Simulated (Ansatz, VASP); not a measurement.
**Cross-check of LiBeF3 between VASP and Ansatz**

Wanted: the spread between two codes on one cell, functional and k mesh. The cell is generated by rule, not measured, and may not be a known phase. The cell is taken from a series of runs on this material, whose earlier steps may have relaxed, scaled, displaced or heated it; both programs get it as it stands.

Main program and level: Ansatz 0.2.0; plane waves, with VASP 6.6.1 beside it; PBE.

The structure was built from a prototype and need not be the compound's stable phase.

### 1. The starting structure

It takes space group Pmma (No. 51, orthorhombic). Conventional cell: a = 9.892 Å, b = 3.497 Å, c = 4.946 Å, α = 90.00°, β = 90.00°, γ = 90.00°. Nearest to Li lie 5 F at 1.94 to 2.26 Å. Nearest to Li lie 12 F at 2.44 to 2.50 Å. Nearest to Be lie 6 F at 1.72 to 1.78 Å. Nearest to Be lie 6 F at 1.64 to 1.87 Å. F has 2 Be at 1.64 to 1.78 Å nearest. Nearest to F lie 2 Be at 1.72 to 1.87 Å and 2 Li at 2.26 Å. Farther neighbours and most contacts between anions are not listed.

### 2. VASP: relaxation of cell and atoms, PBE

The relaxed volume is the usual yardstick between codes: in a stiff, nearly cubic crystal its relative difference is about their pressure difference at one cell divided by the bulk modulus.

Lines of VASP's logs that name or quote its potential files are left out, and so is its time.

File INCAR:

```
SYSTEM = LiBeF3
PREC = Accurate
ENCUT = 750
EDIFF = 1E-07
NELM = 120
ISMEAR = 0
SIGMA = 0.01
LREAL = .FALSE.
ALGO = Normal
GGA = PE
NBANDS = 72
LORBIT = 11
LWAVE = .FALSE.
LCHARG = .FALSE.
ISIF = 3
IBRION = 2
NSW = 80
EDIFFG = -0.005
LASPH = .TRUE.
GGA_COMPAT = .FALSE.
NELMIN = 4
EFERMI = MIDGAP
KPAR = 4
```

File POSCAR:

```
LiBeF3
1.0
    3.4973420000      0.0000000000      0.0000000000
    0.0000000000      3.4973420000     -3.4973420000
    0.0000000000      6.9946850000      6.9946850000
Li Be F
4 4 12
Direct
    0.0000000000      0.9090171908      0.0000000000
    0.0000000000      0.5000000000      0.2500000000
    0.0000000000      0.0909828092      0.5000000000
    0.0000000000      0.5000000000      0.7500000000
    0.5000000000      0.0000000000      0.2500000000
    0.5000000000      0.5243993867      0.5000000000
    0.5000000000      0.0000000000      0.7500000000
    0.5000000000      0.4756006133      0.0000000000
    0.5000000000      0.2604864280      0.1256010278
    0.5000000000      0.7395135720      0.3743989722
    0.5000000000      0.2395135006      0.6243990079
    0.5000000000      0.7604864994      0.8756009921
    0.5000000000      0.7604864994      0.1243990079
    0.5000000000      0.2395135006      0.3756009921
    0.5000000000      0.7395135720      0.6256010278
    0.5000000000      0.2604864280      0.8743989722
    0.0000000000      0.0000000000      0.2500000000
    0.0000000000      0.4839509548      0.5000000000
    0.0000000000      0.0000000000      0.7500000000
    0.0000000000      0.5160490452      0.0000000000
```

File KPOINTS:

```
Automatic mesh
0
Gamma
6 4 2
0 0 0
```

Potentials, in the order of the species: Li_sv, Be and F (PBE family, release 64).

On the command line:

```console
$ mpirun -np 4 vasp_std
```

Numbers of over 12 decimals in the logs are rounded to 6 here.

Output:

```text
[banner, memory and clock lines left out]
running    4 mpi-ranks, on    1 nodes
 distrk:  each k-point on    1 cores,    4 groups
 distr:  one band on    1 cores,    1 groups

 POSCAR found type information on POSCAR LiBeF
 POSCAR found :  3 types and      20 ions
|                                                                             |
|               ----> ADVICE to this user running VASP <----                  |
|                                                                             |
|     You have a (more or less) 'large supercell' and for larger cells it     |
|     might be more efficient to use real-space projection operators.         |
|     Therefore, try LREAL= Auto in the INCAR file.                           |
|     Mind: For very accurate calculation, you might also keep the            |
|     reciprocal projection scheme (i.e. LREAL=.FALSE.).                      |
|                                                                             |

 LDA part: xc-table for (Slater+PW92), standard interpolation
 POSCAR, INCAR and KPOINTS ok, starting setup
 FFT: planning ... GRIDC
 FFT: planning ... GRID_SOFT
 FFT: planning ... GRID
 WAVECAR not read
 entering main loop
       N       E                     dE             d eps       ncg     rms          rms(c)
DAV:   1     0.980964234731E+03    0.98096E+03   -0.69088E+04  3456   0.196E+03
DAV:   2    -0.253744254374E+02   -0.10063E+04   -0.96699E+03  3824   0.469E+02
DAV:   3    -0.102531469884E+03   -0.77157E+02   -0.76614E+02  4792   0.134E+02
DAV:   4    -0.106779282487E+03   -0.42478E+01   -0.42066E+01  5904   0.243E+01
DAV:   5    -0.107071830651E+03   -0.29255E+00   -0.29240E+00  5088   0.465E+00    0.151E+01
DAV:   6    -0.101574533761E+03    0.54973E+01   -0.19674E+01  4176   0.181E+01    0.461E+00
DAV:   7    -0.101578276016E+03   -0.37423E-02   -0.61754E-01  4832   0.281E+00    0.303E+00
DAV:   8    -0.101603785903E+03   -0.25510E-01   -0.21964E-01  4392   0.246E+00    0.566E-01
DAV:   9    -0.101601160256E+03    0.26256E-02   -0.38898E-02  4728   0.875E-01    0.192E-01
DAV:  10    -0.101603288873E+03   -0.21286E-02   -0.69296E-03  4632   0.367E-01    0.142E-01
DAV:  11    -0.101603161163E+03    0.12771E-03   -0.69694E-04  4624   0.138E-01    0.629E-02
DAV:  12    -0.101603118756E+03    0.42407E-04   -0.30228E-04  4152   0.822E-02    0.133E-02
DAV:  13    -0.101603118392E+03    0.36404E-06   -0.14271E-05  4808   0.269E-02    0.601E-03
DAV:  14    -0.101603118229E+03    0.16313E-06   -0.31125E-06  4072   0.107E-02    0.214E-03
DAV:  15    -0.101603118240E+03   -0.11165E-07   -0.85089E-07  4576   0.466E-03
   1 F= -.10160312E+03 E0= -.10160312E+03  d E =-.101603E+03
[... from here on, the cycles between the ionic steps are left out ...]
   2 F= -.10162227E+03 E0= -.10162227E+03  d E =-.191541E-01
  45 F= -.10252997E+03 E0= -.10252997E+03  d E =-.310012E-03
  46 F= -.10252997E+03 E0= -.10252997E+03  d E =-.310038E-03
  47 F= -.10253020E+03 E0= -.10253020E+03  d E =-.230601E-03
  48 F= -.10253026E+03 E0= -.10253026E+03  d E =-.296112E-03
  49 F= -.10253041E+03 E0= -.10253041E+03  d E =-.149691E-03
  50 F= -.10253042E+03 E0= -.10253042E+03  d E =-.153047E-03
  51 F= -.10253052E+03 E0= -.10253052E+03  d E =-.104351E-03
  52 F= -.10253054E+03 E0= -.10253054E+03  d E =-.125770E-03
  53 F= -.10253061E+03 E0= -.10253061E+03  d E =-.696491E-04
  54 F= -.10253061E+03 E0= -.10253061E+03  d E =-.705805E-04
 curvature:  -1.69 expect dE=-0.371E-04 dE for cont linesearch -0.632E-07
 trial: gam= 0.15540 g(F)=  0.185E-04 g(S)=  0.345E-05 ort = 0.348E-05 (trialstep = 0.151E+01)
 search vector abs. value=  0.308E-04
 bond charge predicted
       N       E                     dE             d eps       ncg     rms          rms(c)
DAV:   1    -0.102530616141E+03   -0.33433E-05   -0.20154E-02  3456   0.644E-01    0.362E-02
DAV:   2    -0.102530641895E+03   -0.25754E-04   -0.39302E-04  3832   0.862E-02    0.186E-02
DAV:   3    -0.102530637687E+03    0.42075E-05   -0.77162E-06  5640   0.147E-02    0.923E-03
DAV:   4    -0.102530636496E+03    0.11916E-05   -0.31634E-06  4056   0.101E-02    0.123E-03
DAV:   5    -0.102530636526E+03   -0.29728E-07   -0.51894E-07  3960   0.296E-03
  55 F= -.10253064E+03 E0= -.10253064E+03  d E =-.237220E-04
 trial-energy change:   -0.000024  1 .order   -0.000023   -0.000034   -0.000012
 step:   2.1392(harm=  2.3223)  dis= 0.00084  next Energy=  -102.530639 (dE=-0.262E-04)
 reached required accuracy - stopping structural energy minimisation
```

Parts of OUTCAR (step 2):

```text
ion  position               nearest neighbor table
   1  0.000  0.909  0.000-  20 1.94
   2  0.000  0.500  0.250-
   3  0.000  0.091  0.500-  18 1.94
   4  0.000  0.500  0.750-
   5  0.500  0.000  0.250-  13 1.72  14 1.72  17 1.75  17 1.75   9 1.78  10 1.78
   6  0.500  0.524  0.500-  10 1.64  15 1.64  18 1.76  18 1.76  14 1.87  11 1.87
   7  0.500  0.000  0.750-  11 1.72  12 1.72  19 1.75  19 1.75  15 1.78  16 1.78
   8  0.500  0.476  0.000-   9 1.64  16 1.64  20 1.76  20 1.76  13 1.87  12 1.87
   9  0.500  0.260  0.126-   8 1.64   5 1.78
  10  0.500  0.740  0.374-   6 1.64   5 1.78
  11  0.500  0.240  0.624-   7 1.72   6 1.87
  12  0.500  0.760  0.876-   7 1.72   8 1.87
  13  0.500  0.760  0.124-   5 1.72   8 1.87
  14  0.500  0.240  0.376-   5 1.72   6 1.87
  15  0.500  0.740  0.626-   6 1.64   7 1.78
  16  0.500  0.260  0.874-   8 1.64   7 1.78
  17  0.000  0.000  0.250-   5 1.75   5 1.75
  18  0.000  0.484  0.500-   6 1.76   6 1.76   3 1.94
  19  0.000  0.000  0.750-   7 1.75   7 1.75
  20  0.000  0.516  0.000-   8 1.76   8 1.76   1 1.94

  LATTYP: Found a simple orthorhombic cell.
 ALAT       =     3.4973420000
 B/A-ratio  =     1.4142135624
 C/A-ratio  =     2.8284275291

 Subroutine GETGRP returns: Found  8 space group operations
 (whereof  4 operations were pure point group operations)

The static configuration has the point symmetry C_2v.
 The point group associated with its full space group is D_2h.

 Found     24 irreducible k-points:

   k-points           NKPTS =     24   k-points in BZ     NKDIM =     24   number of bands    NBANDS=     72

   dimension x,y,z NGX =    32 NGY =   48 NGZ =   90
   dimension x,y,z NGXF=    64 NGYF=   96 NGZF=  180

   ENCUT  =  750.0 eV  55.12 Ry    7.42 a.u.   7.81 11.04 22.09*2*pi/ulx,y,z

   NELECT =     104.0000    total number of electrons

 k-points in reciprocal lattice and weights: Automatic mesh
   0.00000000  0.00000000  0.00000000       0.021
   0.16666667  0.00000000  0.00000000       0.042
   0.33333333  0.00000000  0.00000000       0.042
   0.50000000  0.00000000  0.00000000       0.021
   0.00000000  0.25000000  0.00000000       0.042
   0.16666667  0.25000000  0.00000000       0.083
   0.33333333  0.25000000  0.00000000       0.083
   0.50000000  0.25000000  0.00000000       0.042
   0.00000000  0.50000000  0.00000000       0.021
[...]
0.33333333  0.50000000  0.50000000       0.042
   0.50000000  0.50000000  0.50000000       0.021

 average (electrostatic) potential at core
       1 -61.8713       2 -63.5240       3 -61.8713       4 -63.5240       5 -38.0587
       6 -38.6661       7 -38.0588       8 -38.6661       9 -78.5949      10 -78.5949
      11 -77.4373      12 -77.4373      13 -77.4373      14 -77.4373      15 -78.5949
      16 -78.5949      17 -78.4327      18 -79.2494      19 -78.4327      20 -79.2494

 E-fermi :   1.9439

 k-point     1 :       0.0000    0.0000    0.0000
  band No.  band energies     occupation
    ...
     48      -1.9569      2.00000
     49      -1.9406      2.00000
     50      -1.8834      2.00000
     51      -1.6055      2.00000
     52      -1.5990      2.00000
     53       4.9345      0.00000
     54       6.2730      0.00000
     55       6.8828      0.00000
     56       7.5627      0.00000
     57       7.8376      0.00000
    ...

 k-point     2 :       0.1667    0.0000    0.0000
  band No.  band energies     occupation
    ...
     48      -2.0428      2.00000
     49      -1.8680      2.00000
     50      -1.8140      2.00000
     51      -1.5666      2.00000
     52      -1.2350      2.00000
     53       5.4672      0.00000
     54       6.6781      0.00000
     55       7.2638      0.00000
     56       7.8011      0.00000
     57       8.1736      0.00000
    ...

 k-point     3 :       0.3333    0.0000    0.0000
  band No.  band energies     occupation
    ...
     48      -2.1184      2.00000
     49      -1.9938      2.00000
     50      -1.7879      2.00000
     51      -1.2099      2.00000
     52      -1.0491      2.00000
     53       6.8085      0.00000
     54       7.6048      0.00000
     55       8.2515      0.00000
     56       8.4443      0.00000
     57       8.4845      0.00000
    ...

  Total        0.0269076      0.0131702      0.0131702      0.0000000     -0.0091851      0.0000000
  in kB        0.2047316      0.1002081      0.1002081      0.0000000     -0.0698865      0.0000000
  external PRESSURE =       0.1350492 kB  Pullay stress =       0.0000000 kB

  energy-cutoff  :      750.00
  volume of cell :      210.57
      direct lattice vectors                 reciprocal lattice vectors
     3.152800808 -0.000000000  0.000000000     0.317178300 -0.000000000  0.000000000
     0.000000000  4.551302356 -4.551302356     0.000000000  0.109858665 -0.109858665
     0.000000000  7.337328149  7.337328149     0.000000000  0.068144697  0.068144697

 POSITION                                       TOTAL-FORCE (eV/Angst)
 -----------------------------------------------------------------------------------
      0.00000      3.93093     -3.93093         0.000000      0.001235     -0.001235
      0.00000      4.10998     -0.44132        -0.000000     -0.000000     -0.000000
      0.00000      4.28904      3.04829        -0.000000     -0.001235      0.001235
      0.00000      7.77865      3.22734        -0.000000     -0.000000     -0.000000
      1.57640      1.83433      1.83433        -0.000000     -0.000000     -0.000000
      1.57640      6.10158      1.23575        -0.000000     -0.002675      0.002675
      1.57640      5.50300      5.50300        -0.000000     -0.000000     -0.000000
      1.57640      2.11839     -2.11839         0.000000      0.002675     -0.002675
      1.57640      2.68926     -0.67955         0.000000      0.004168      0.000952
      1.57640      5.53071     -0.20309        -0.000000     -0.004168     -0.000952
      1.57640      5.18612      3.89900        -0.000000     -0.001057      0.000862
      1.57640     10.37118      2.55569         0.000000      0.001057     -0.000862
      1.57640      4.78164     -3.03385         0.000000      0.000862     -0.001057
      1.57640      3.43833      2.15121        -0.000000     -0.000862      0.001057
      1.57640      7.54042      1.80662        -0.000000      0.000952      0.004168
      1.57640      8.01688      4.64807         0.000000     -0.000952     -0.004168
      0.00000      1.83433      1.83433        -0.000000     -0.000000      0.000000
      0.00000      5.64885      1.68848        -0.000000     -0.000377      0.000377
      0.00000      5.50300      5.50300        -0.000000     -0.000000      0.000000
      0.00000      2.57112     -2.57112         0.000000      0.000377     -0.000377
 -----------------------------------------------------------------------------------
    total drift:                                0.000000     -0.000000     -0.000000

  FREE ENERGIE OF THE ION-ELECTRON SYSTEM (eV)
  ---------------------------------------------------
  free  energy   TOTEN  =      -102.5306365256 eV

  energy  without entropy=     -102.5306365256  energy(sigma->0) =     -102.53063653

 reached required accuracy - stopping structural energy minimisation

 total charge
# of ion       s       p       d       tot
------------------------------------------
    1        2.013   0.042   0.000   2.056
    2        2.000   0.023   0.000   2.023
    3        2.013   0.042   0.000   2.056
    4        2.000   0.023   0.000   2.023
    5        0.369   0.676   0.000   1.045
    6        0.377   0.693   0.000   1.070
    7        0.369   0.676   0.000   1.045
    8        0.377   0.693   0.000   1.070
    9        1.730   4.412   0.000   6.142
   10        1.730   4.412   0.000   6.142
   11        1.732   4.417   0.000   6.150
   12        1.732   4.417   0.000   6.150
   13        1.732   4.417   0.000   6.150
   14        1.732   4.417   0.000   6.150
   15        1.730   4.412   0.000   6.142
   16        1.730   4.412   0.000   6.142
   17        1.734   4.472   0.000   6.206
   18        1.730   4.432   0.000   6.162
   19        1.734   4.472   0.000   6.206
   20        1.730   4.432   0.000   6.162
--------------------------------------------------
tot         30.296  55.993   0.000  86.289

[... 3 further parts left out ...]
```

After so large a change of volume the plane waves of the start cell no longer fit, so the final stress carries a basis-set error. The run keeps the 8 symmetry operations of its start, so it cannot find a distortion of lower symmetry.

[end of part 1 of 2]

[Lines on the potential files, build, host, timing and source positions are cut from VASP's logs without a mark.]

[Logs are printed without paths, hosts, clocks, repeated set-up lines and the standing remarks that a program may print on its own settings, such as how far it seeks lower states.]

[Hosts, paths, dates, database ids (printed as entryN), source tags and the programs' standing remarks are cut or masked in the printed files.]
